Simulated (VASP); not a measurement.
Calculation: r2SCAN meta-GGA, VASP's PBE PAW potentials (set 64) (plane waves; VASP 6.6.1).

The input files of a VASP run:

File KPOINTS:
```
Automatic mesh
0
Gamma
16 16 16
0 0 0
```

### INCAR
```
! general
SYSTEM  = Al
PREC    = Accurate
ENCUT   = 500
LREAL   = .FALSE.
LASPH   = .TRUE.

! electronic loop
EDIFF   = 1E-6
NELM    = 100
ALGO    = Normal
LMIXTAU = .TRUE.

! smearing
ISMEAR  = 1
SIGMA   = 0.1

! functional
METAGGA = R2SCAN

! ions
IBRION  = 2
NSW     = 40
ISIF    = 3
EDIFFG  = -0.02
PSTRESS = 50

! output
LWAVE   = .FALSE.
LCHARG  = .FALSE.
```

File POSCAR:
```
Al
1
    0.0000000000     1.9958019488     1.9958019488
    1.9958019488     0.0000000000     1.9958019488
    1.9958019488     1.9958019488     0.0000000000
Al
1
Direct
  0.0000000000   0.0000000000   0.0000000000
```

POTCAR, in this order: Al (PBE.64 set). Program: vasp_std.

Energy and stress use the plane-wave basis of the starting cell.

### Question
Estimate the energy per atom (σ→0), volume per atom, band gap (on the k-mesh).

### Answer

```json
{
  "energy per atom (σ→0)": "-649.6 kJ/mol-atom",
  "band gap (on the k-mesh)": "none (metal, semimetal or under 0.01 eV)",
  "volume_per_atom": "15.12 Å³/atom"
}
```

### OSZICAR
```
...
DAV:   2    -0.673278489019E+01   -0.30523E-03   -0.51264E-04  1995   0.199E-01    0.604E-02
DAV:   3    -0.673261640966E+01    0.16848E-03   -0.12252E-04  1700   0.853E-02    0.210E-02
DAV:   4    -0.673267336094E+01   -0.56951E-04   -0.13928E-04  1715   0.979E-02    0.717E-03
DAV:   5    -0.673260988741E+01    0.63474E-04   -0.46850E-05  1705   0.511E-02    0.112E-02
DAV:   6    -0.673261418824E+01   -0.43008E-05   -0.70747E-07  1020   0.839E-03    0.129E-03
DAV:   7    -0.673261272543E+01    0.14628E-05   -0.45477E-07   770   0.609E-03    0.120E-04
DAV:   8    -0.673261267474E+01    0.50694E-07   -0.11951E-08   755   0.131E-03
   3 F= -.62607221E+01 E0= -.62608422E+01  d E =-.132316E-01
```

The compound is Al in the fcc structure. This run relaxes it under an external pressure of 5 GPa. Symmetry was kept, so distortions that lower it aren't found.
